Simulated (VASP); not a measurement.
Computed with PBE GGA, VASP's PBE PAW potentials (set 64) (plane waves; VASP).

The input files of a VASP run:

INCAR:
```
SYSTEM = CuGa32As32
PREC = Normal
ENCUT = 400
EDIFF = 1E-5
NELM = 100
ALGO = Fast
LREAL = Auto
LASPH = .TRUE.
ISMEAR = 0
SIGMA = 0.05
GGA = PE
LMAXMIX = 4
LWAVE = .TRUE.
LCHARG = .FALSE.
NELMIN = 4
ISYM = 0
ISPIN = 2
NUPDOWN = 1
MAGMOM = 65*0.0154
LORBIT = 10
IBRION = 2
ISIF = 2
NSW = 60
EDIFFG = -0.03
```

### KPOINTS
```
Regular mesh
0
G
 1 1 1
0 0 0
```

POSCAR:
```
CuGa32As32
1.0
 11.5222104216   0.0000000000   0.0000000000
  0.0000000000  11.5222104216   0.0000000000
  0.0000000000   0.0000000000  11.5222104216
Ga As Cu
32 32 1
Cart
  5.7611052108   0.0000000000   0.0000000000
  8.6416578162   2.8805526054   0.0000000000
  8.6416578162   0.0000000000   2.8805526054
  0.0000000000   0.0000000000   0.0000000000
  2.8805526054   2.8805526054   0.0000000000
  5.7611052108   5.7611052108   0.0000000000
  8.6416578162   8.6416578162   0.0000000000
  2.8805526054   0.0000000000   2.8805526054
  5.7363324584   2.8366414615   2.9241065608
  8.6416578162   5.7611052108   2.8805526054
  5.7611052108   0.0000000000   5.7611052108
  8.6416578162   2.8805526054   5.7611052108
  8.6416578162   0.0000000000   8.6416578162
  0.0000000000   5.7611052108   0.0000000000
  2.8805526054   8.6416578162   0.0000000000
  0.0000000000   2.8805526054   2.8805526054
  2.8488665267   5.7839767985   2.8925357042
  5.7611052108   8.6416578162   2.8805526054
  0.0000000000   0.0000000000   5.7611052108
  2.9210416528   2.8724179248   5.7664169498
  5.7556897719   5.7330140618   5.8004305150
  8.6416578162   8.6416578162   5.7611052108
  2.8805526054   0.0000000000   8.6416578162
  5.7611052108   2.8805526054   8.6416578162
  8.6416578162   5.7611052108   8.6416578162
  0.0000000000   8.6416578162   2.8805526054
  0.0000000000   5.7611052108   5.7611052108
  2.8805526054   8.6416578162   5.7611052108
  0.0000000000   2.8805526054   8.6416578162
  2.8805526054   5.7611052108   8.6416578162
  5.7611052108   8.6416578162   8.6416578162
  0.0000000000   8.6416578162   8.6416578162
  7.2013815135   1.4402763027   1.4402763027
 10.0819341189   4.3208289081   1.4402763027
 10.0819341189   1.4402763027   4.3208289081
  1.4402763027   1.4402763027   1.4402763027
  4.3093758309   4.3040525697   1.4416244013
  7.2013815135   7.2013815135   1.4402763027
 10.0819341189  10.0819341189   1.4402763027
  4.2775860524   1.3925513071   4.2853865888
  7.2061401864   4.3684732482   4.3613409999
 10.0819341189   7.2013815135   4.3208289081
  7.2013815135   1.4402763027   7.2013815135
 10.0819341189   4.3208289081   7.2013815135
 10.0819341189   1.4402763027  10.0819341189
  1.4402763027   7.2013815135   1.4402763027
  4.3208289081  10.0819341189   1.4402763027
  1.4522709237   4.2969087993   4.3386537676
  4.3316136971   7.2208425269   4.3249423372
  7.2013815135  10.0819341189   4.3208289081
  1.4402763027   1.4402763027   7.2013815135
  4.3332037621   4.3685884703   7.2182615518
  7.2013815135   7.2013815135   7.2013815135
 10.0819341189  10.0819341189   7.2013815135
  4.3208289081   1.4402763027  10.0819341189
  7.2013815135   4.3208289081  10.0819341189
 10.0819341189   7.2013815135  10.0819341189
  1.4402763027  10.0819341189   4.3208289081
  1.4402763027   7.2013815135   7.2013815135
  4.3208289081  10.0819341189   7.2013815135
  1.4402763027   4.3208289081  10.0819341189
  4.3208289081   7.2013815135  10.0819341189
  7.2013815135  10.0819341189  10.0819341189
  1.4402763027  10.0819341189  10.0819341189
  4.3333189842   4.3490928903   4.3252880035
```

POTCAR, in this order: Ga As Cu (PBE.64 set). Program: vasp_gam.

The run wrote:

**OSZICAR**
```
...
RMM:  11    -0.261431383110E+03    0.26911E-01   -0.50972E-01   734   0.124E+00    0.352E+00
RMM:  12    -0.261256468214E+03    0.17491E+00   -0.18837E-01   780   0.133E+00    0.249E+00
RMM:  13    -0.261208961513E+03    0.47507E-01   -0.64194E-02   766   0.472E-01    0.203E+00
RMM:  14    -0.261134401060E+03    0.74560E-01   -0.16165E-01   816   0.888E-01    0.102E+00
RMM:  15    -0.261116578409E+03    0.17823E-01   -0.51456E-02   813   0.490E-01    0.478E-01
RMM:  16    -0.261114872632E+03    0.17058E-02   -0.81422E-03   849   0.166E-01    0.314E-01
RMM:  17    -0.261113200116E+03    0.16725E-02   -0.11258E-02   804   0.249E-01    0.337E-02
RMM:  18    -0.261113267870E+03   -0.67754E-04   -0.98074E-04   814   0.764E-02    0.353E-02
RMM:  19    -0.261113291930E+03   -0.24060E-04   -0.32837E-04   675   0.277E-02    0.338E-02
RMM:  20    -0.261113281206E+03    0.10724E-04   -0.13962E-04   540   0.302E-02    0.770E-03
RMM:  21    -0.261113282009E+03   -0.80267E-06   -0.30492E-05   457   0.118E-02
   1 F= -.26111328E+03 E0= -.26109861E+03  d E =-.261113E+03  mag=     1.0000
       N       E                     dE             d eps       ncg     rms          rms(c)
DAV:   1    -0.261255518956E+03   -0.14224E+00   -0.32801E+00   744   0.346E+00    0.718E-01
RMM:   2    -0.261274705536E+03   -0.19187E-01   -0.24970E-01   773   0.112E+00    0.270E-01
RMM:   3    -0.261277857140E+03   -0.31516E-02   -0.49562E-02   844   0.624E-01    0.211E-01
RMM:   4    -0.261278115992E+03   -0.25885E-03   -0.10850E-02   834   0.258E-01    0.119E-01
RMM:   5    -0.261278207062E+03   -0.91070E-04   -0.38566E-03   728   0.964E-02    0.408E-02
RMM:   6    -0.261278263214E+03   -0.56152E-04   -0.58404E-04   813   0.461E-02    0.245E-02
RMM:   7    -0.261278261957E+03    0.12565E-05   -0.79017E-05   540   0.223E-02
   2 F= -.26127826E+03 E0= -.26126678E+03  d E =-.164980E+00  mag=     1.0000
       N       E                     dE             d eps       ncg     rms          rms(c)
DAV:   1    -0.261293050757E+03   -0.14788E-01   -0.63266E-01   792   0.152E+00    0.317E-01
RMM:   2    -0.261296536226E+03   -0.34855E-02   -0.46718E-02   766   0.499E-01    0.120E-01
RMM:   3    -0.261297188417E+03   -0.65219E-03   -0.10248E-02   837   0.291E-01    0.907E-02
RMM:   4    -0.261297243758E+03   -0.55341E-04   -0.22950E-03   817   0.119E-01    0.483E-02
RMM:   5    -0.261297258344E+03   -0.14586E-04   -0.73211E-04   703   0.438E-02    0.176E-02
RMM:   6    -0.261297268979E+03   -0.10635E-04   -0.11012E-04   605   0.210E-02    0.104E-02
RMM:   7    -0.261297269150E+03   -0.17093E-06   -0.14119E-05   416   0.152E-02
   3 F= -.26129727E+03 E0= -.26128691E+03  d E =-.183987E+00  mag=     1.0000
       N       E                     dE             d eps       ncg     rms          rms(c)
DAV:   1    -0.261321771419E+03   -0.24502E-01   -0.78512E-01   682   0.160E+00    0.295E-01
RMM:   2    -0.261325644994E+03   -0.38736E-02   -0.48814E-02   746   0.495E-01    0.110E-01
RMM:   3    -0.261326639204E+03   -0.99421E-03   -0.12204E-02   855   0.290E-01    0.821E-02
RMM:   4    -0.261326683931E+03   -0.44727E-04   -0.17673E-03   790   0.109E-01    0.543E-02
RMM:   5    -0.261326638426E+03    0.45504E-04   -0.66374E-04   714   0.464E-02    0.151E-02
RMM:   6    -0.261326649501E+03   -0.11075E-04   -0.10927E-04   642   0.228E-02    0.112E-02
RMM:   7    -0.261326645274E+03    0.42271E-05   -0.27891E-05   462   0.161E-02
   4 F= -.26132665E+03 E0= -.26131635E+03  d E =-.293761E-01  mag=     1.0000
       N       E                     dE             d eps       ncg     rms          rms(c)
DAV:   1    -0.261333283906E+03   -0.66344E-02   -0.81565E-01   682   0.163E+00    0.299E-01
RMM:   2    -0.261337231130E+03   -0.39472E-02   -0.49753E-02   733   0.509E-01    0.112E-01
RMM:   3    -0.261338345357E+03   -0.11142E-02   -0.13484E-02   859   0.307E-01    0.861E-02
RMM:   4    -0.261338392005E+03   -0.46648E-04   -0.19009E-03   789   0.112E-01    0.573E-02
RMM:   5    -0.261338336696E+03    0.55310E-04   -0.70385E-04   702   0.481E-02    0.152E-02
RMM:   6    -0.261338349994E+03   -0.13298E-04   -0.12796E-04   662   0.251E-02    0.119E-02
RMM:   7    -0.261338344053E+03    0.59411E-05   -0.21074E-05   430   0.154E-02
   5 F= -.26133834E+03 E0= -.26132804E+03  d E =-.410749E-01  mag=     1.0000
       N       E                     dE             d eps       ncg     rms          rms(c)
DAV:   1    -0.261338447926E+03   -0.97932E-04   -0.20739E-02   792   0.261E-01    0.484E-02
RMM:   2    -0.261338557329E+03   -0.10940E-03   -0.13471E-03   750   0.852E-02    0.188E-02
RMM:   3    -0.261338583008E+03   -0.25679E-04   -0.34526E-04   693   0.501E-02    0.142E-02
RMM:   4    -0.261338583202E+03   -0.19309E-06   -0.46755E-05   487   0.245E-02
   6 F= -.26133858E+03 E0= -.26132828E+03  d E =-.413141E-01  mag=     1.0000
       N       E                     dE             d eps       ncg     rms          rms(c)
DAV:   1    -0.261346693889E+03   -0.81109E-02   -0.25024E-01   696   0.949E-01    0.184E-01
RMM:   2    -0.261347726117E+03   -0.10322E-02   -0.15151E-02   737   0.304E-01    0.735E-02
RMM:   3    -0.261348014684E+03   -0.28857E-03   -0.42522E-03   851   0.187E-01    0.553E-02
RMM:   4    -0.261348040769E+03   -0.26085E-04   -0.86040E-04   760   0.724E-02    0.327E-02
RMM:   5    -0.261348036064E+03    0.47047E-05   -0.23585E-04   701   0.292E-02    0.109E-02
RMM:   6    -0.261348040398E+03   -0.43336E-05   -0.43066E-05   494   0.161E-02
   7 F= -.26134804E+03 E0= -.26133788E+03  d E =-.945720E-02  mag=     1.0000
       N       E                     dE             d eps       ncg     rms          rms(c)
DAV:   1    -0.261349303966E+03   -0.12679E-02   -0.12048E-01   744   0.662E-01    0.129E-01
RMM:   2    -0.261349839836E+03   -0.53587E-03   -0.76761E-03   755   0.216E-01    0.511E-02
RMM:   3    -0.261349977324E+03   -0.13749E-03   -0.20151E-03   846   0.129E-01    0.385E-02
RMM:   4    -0.261349993095E+03   -0.15770E-04   -0.44624E-04   686   0.502E-02    0.233E-02
RMM:   5    -0.261349990233E+03    0.28613E-05   -0.11489E-04   605   0.228E-02    0.759E-03
RMM:   6    -0.261349992403E+03   -0.21700E-05   -0.21522E-05   424   0.139E-02
   8 F= -.26134999E+03 E0= -.26133992E+03  d E =-.114092E-01  mag=     1.0000
       N       E                     dE             d eps       ncg     rms          rms(c)
DAV:   1    -0.261352058825E+03   -0.20686E-02   -0.14769E-01   696   0.719E-01    0.114E-01
RMM:   2    -0.261352664193E+03   -0.60537E-03   -0.75126E-03   767   0.206E-01    0.440E-02
RMM:   3    -0.261352829034E+03   -0.16484E-03   -0.19745E-03   845   0.115E-01    0.335E-02
RMM:   4    -0.261352837018E+03   -0.79842E-05   -0.27139E-04   637   0.452E-02    0.228E-02
RMM:   5    -0.261352834086E+03    0.29323E-05   -0.12028E-04   610   0.224E-02    0.683E-03
RMM:   6    -0.261352835816E+03   -0.17301E-05   -0.19208E-05   422   0.150E-02
   9 F= -.26135284E+03 E0= -.26134271E+03  d E =-.284341E-02  mag=     1.0000
       N       E                     dE             d eps       ncg     rms          rms(c)
DAV:   1    -0.261353086505E+03   -0.25242E-03   -0.53860E-02   744   0.434E-01    0.687E-02
RMM:   2    -0.261353316766E+03   -0.23026E-03   -0.28306E-03   781   0.123E-01    0.258E-02
RMM:   3    -0.261353373747E+03   -0.56981E-04   -0.65131E-04   798   0.627E-02    0.191E-02
RMM:   4    -0.261353377227E+03   -0.34792E-05   -0.89143E-05   532   0.306E-02
  10 F= -.26135338E+03 E0= -.26134322E+03  d E =-.338482E-02  mag=     1.0000
       N       E                     dE             d eps       ncg     rms          rms(c)
DAV:   1    -0.261354051882E+03   -0.67813E-03   -0.78888E-02   696   0.530E-01    0.798E-02
RMM:   2    -0.261354386946E+03   -0.33506E-03   -0.40435E-03   801   0.150E-01    0.274E-02
RMM:   3    -0.261354469507E+03   -0.82560E-04   -0.86227E-04   820   0.586E-02    0.200E-02
RMM:   4    -0.261354473096E+03   -0.35896E-05   -0.94045E-05   540   0.311E-02
  11 F= -.26135447E+03 E0= -.26134451E+03  d E =-.109587E-02  mag=     1.0000
```

### OUTCAR
```
------------------------ aborting loop because EDIFF is reached ----------------------------------------
  FORCE on cell =-STRESS in cart. coord.  units (eV):
  Direction    XX          YY          ZZ          XY          YZ          ZX
  --------------------------------------------------------------------------------------
  Total       12.3336066     12.4260758     12.3362874      0.0377249     -0.0231324      0.0103670
  in kB       12.9179402     13.0147903     12.9207480      0.0395122     -0.0242283      0.0108582
  external PRESSURE =      12.9511595 kB  Pullay stress =       0.0000000 kB
  volume of cell :     1529.70
      direct lattice vectors                 reciprocal lattice vectors
    11.522210422  0.000000000  0.000000000     0.086788903  0.000000000  0.000000000
     0.000000000 11.522210422  0.000000000     0.000000000  0.086788903  0.000000000
     0.000000000  0.000000000 11.522210422     0.000000000  0.000000000  0.086788903
  FREE ENERGIE OF THE ION-ELECTRON SYSTEM (eV)
  ---------------------------------------------------
  free  energy   TOTEN  =      -261.3544730962 eV

  energy  without entropy=     -261.3345416743  energy(sigma->0) =     -261.34450739

 total charge

# of ion       s       p       d       tot
------------------------------------------
    1        1.071   1.138   0.126   2.335
    2        1.071   1.138   0.126   2.335
    3        1.071   1.138   0.126   2.335
    4        1.074   1.137   0.126   2.337
    5        1.075   1.130   0.125   2.330
    6        1.075   1.130   0.126   2.331
    7        1.074   1.138   0.126   2.338
    8        1.075   1.131   0.126   2.332
    9        1.060   1.161   0.133   2.354
   10        1.075   1.130   0.126   2.331
   11        1.075   1.132   0.126   2.333
   12        1.075   1.130   0.125   2.331
   13        1.074   1.138   0.126   2.339
   14        1.071   1.139   0.126   2.337
   15        1.071   1.138   0.126   2.336
   16        1.075   1.130   0.125   2.331
   17        1.060   1.161   0.134   2.356
   18        1.075   1.129   0.125   2.330
   19        1.071   1.137   0.126   2.334
   20        1.059   1.159   0.132   2.350
   21        1.060   1.161   0.134   2.355
   22        1.071   1.138   0.126   2.335
   23        1.071   1.138   0.126   2.335
   24        1.075   1.130   0.126   2.331
   25        1.071   1.137   0.126   2.335
   26        1.071   1.138   0.126   2.336
   27        1.075   1.130   0.125   2.330
   28        1.075   1.129   0.125   2.329
   29        1.071   1.137   0.126   2.334
   30        1.075   1.130   0.125   2.331
   31        1.071   1.138   0.126   2.335
   32        1.074   1.138   0.126   2.338
   33        1.205   1.586   0.024   2.816
   34        1.209   1.589   0.024   2.822
   35        1.209   1.589   0.024   2.821
   36        1.208   1.592   0.024   2.824
   37        1.214   1.567   0.025   2.807
   38        1.208   1.593   0.024   2.825
   39        1.207   1.591   0.024   2.822
   40        1.215   1.568   0.025   2.808
   41        1.214   1.567   0.025   2.806
   42        1.209   1.589   0.024   2.822
   43        1.208   1.592   0.024   2.824
   44        1.209   1.588   0.024   2.821
   45        1.207   1.591   0.024   2.822
   46        1.205   1.587   0.025   2.817
   47        1.209   1.589   0.024   2.822
   48        1.214   1.567   0.025   2.806
   49        1.214   1.566   0.025   2.805
   50        1.209   1.589   0.024   2.822
   51        1.205   1.585   0.024   2.815
   52        1.214   1.567   0.025   2.807
   53        1.206   1.586   0.024   2.816
   54        1.207   1.591   0.024   2.822
   55        1.209   1.589   0.024   2.822
   56        1.209   1.589   0.024   2.821
   57        1.207   1.591   0.024   2.822
   58        1.209   1.588   0.024   2.821
   59        1.208   1.592   0.024   2.824
   60        1.209   1.588   0.024   2.821
   61        1.209   1.589   0.024   2.822
   62        1.209   1.589   0.024   2.822
   63        1.207   1.591   0.024   2.822
   64        1.207   1.591   0.024   2.822
   65        0.325   0.248   9.309   9.882
--------------------------------------------------
tot         73.306  87.380  14.145 174.831

 magnetization (x)

# of ion       s       p       d       tot
------------------------------------------
    1        0.010   0.001   0.000   0.012
    2        0.010   0.001   0.000   0.012
    3        0.010   0.001   0.000   0.012
    4        0.014   0.001   0.000   0.016
    5        0.014   0.002   0.000   0.016
    6        0.014   0.002   0.000   0.016
    7        0.014   0.001   0.000   0.016
    8        0.014   0.002   0.000   0.016
    9        0.006   0.000   0.001   0.007
   10        0.014   0.002   0.000   0.016
   11        0.014   0.002   0.000   0.016
   12        0.014   0.002   0.000   0.016
   13        0.014   0.001   0.000   0.016
   14        0.010   0.001   0.000   0.012
   15        0.010   0.001   0.000   0.012
   16        0.014   0.002   0.000   0.016
...
```
(Selected blocks of OUTCAR.)

### CONTCAR
```
CuGa32As32
   1.00000000000000
    11.5222104216000005    0.0000000000000000    0.0000000000000000
     0.0000000000000000   11.5222104216000005    0.0000000000000000
     0.0000000000000000    0.0000000000000000   11.5222104216000005
  Ga              As              Cu
    32    32     1
Direct
     0.4987445093604997    0.9991424564628436    0.9992312393511489
     0.7511244560581752    0.2512876841034853    0.9993264000062638
     0.7510108293291823    0.9990669584935685    0.2512373511363594
     0.9992006279200449    0.9994855207536235    0.9992985242363976
     0.2488095439713812    0.2487392440511217    0.0000864391222855
     0.5010807200265975    0.5008555228084308    0.0004315964083064
     0.7504024750732003    0.7505060723015710    0.9994908590187128
     0.2483996658299348    0.9989588968322933    0.2486661181708008
     0.5033514993547193    0.2449603581368931    0.2469548386882288
     0.7498431364397128    0.5009683773147174    0.2490104910263840
     0.5012600837225369    0.9988391981366674    0.5014554715983427
     0.7500656530046057    0.2487807630937783    0.5014416976629548
     0.7503569201311512    0.9995258590639670    0.7504595700650902
     0.9986180722191962    0.4985895394930387    0.9991654638073638
     0.2513969162941594    0.7510124986167680    0.9987277923938692
     0.9998363270084426    0.2487037632706837    0.2490432865505524
     0.2449460927118469    0.5046240829420138    0.2453680749750339
     0.5013088325616890    0.7500150229332958    0.2488439448323491
     0.9989851645916223    0.9992379757891086    0.4988885539051811
     0.2470378149825411    0.2456379220713605    0.5038573229907578
     0.5047339789999831    0.5045850594970580    0.5055834907787149
     0.7515640183339525    0.7512157544211576    0.4987572262821849
     0.2510691527992832    0.9989838744959942    0.7513214976048069
     0.5014083224631034    0.2486950202752237    0.7507192826573337
     0.7512641452537426    0.4987185613026525    0.7515619511449341
     0.9983347292321646    0.7509332126956355    0.2514105071613380
     0.9998544132362633    0.5009108800657753    0.5013803610280656
     0.2486612491744933    0.7501255761217051    0.5014712572237919
     0.9989731377748048    0.2512030042514186    0.7512744216681407
     0.2485381743710425    0.5011469250461325    0.7506093611895365
     0.4987555568856751    0.7511798991620472    0.7518315351442288
     0.9993410155373270    0.7506784779231577    0.7505286400644301
     0.6272041375927434    0.1228812102403842    0.1229414383196202
     0.8749634580821540    0.3749758151176234    0.1256491957297808
     0.8748675451554796    0.1254069380543137    0.3751010232455525
     0.1242634106350068    0.1242188324154773    0.1244238492707082
     0.3748036972474126    0.3748510942607501    0.1248321832759521
     0.6256222174487034    0.6255246595284510    0.1244353449557987
     0.8748128796564202    0.8750415623141794    0.1249167491317946
     0.3748740884153448    0.1228476449570124    0.3751674347063690
     0.6253613842751946    0.3750494312125761    0.3755074955234119
     0.8749498982410299    0.6242980584985496    0.3750652280874526
     0.6253992823158350    0.1242488814372242    0.6256114704884284
     0.8749610554177142    0.3749340434286455    0.6248812312144487
     0.8747829728514411    0.1249337521044105    0.8749940772726004
     0.1220559579770234    0.6279046231766716    0.1222078039139507
     0.3750463363189644    0.8747771247753814    0.1252897865629222
     0.1244834229039567    0.3749018637975846    0.3751074961978186
     0.3750068550083476    0.6255508901421267    0.3752220949374132
     0.6248974483481364    0.8747899234969176    0.3749706109319071
     0.1229631179857877    0.1229405023775378    0.6273143662259079
     0.3752713528877200    0.3750679148545657    0.6263137348997968
     0.6280336286877904    0.6281812700831293    0.6281737009100075
     0.8751287269213395    0.8752447997746720    0.6251773794578646
     0.3749718943297913    0.1252958673924625    0.8752033641632830
     0.6247361207252269    0.3749787466529098    0.8754076765553426
     0.8750757828064769    0.6251762216455672    0.8751678165794943
     0.1249662099702569    0.8747281325968876    0.3751170232194053
     0.1242824536245505    0.6255425567761330    0.6257694153723978
     0.3748946685969945    0.8747891269854752    0.6251131184275224
     0.1251795426592036    0.3749909698464870    0.8753514175341049
     0.3750191426040302    0.6243608545162247    0.8752948194875234
     0.6251302468694909    0.8752553573858437    0.8753053515212430
     0.1248483169489945    0.8749866135651052    0.8750199832435935
     0.3758105118383721    0.3787887546615303    0.3745187507427098
```

The supercell is sampled at Γ alone, which is coarse: total energies, pressure and levels can be off, energies of defects by several tenths of an eV.

The cell is a supercell with a defect, built from GaAs (zinc blende): Cu_i.
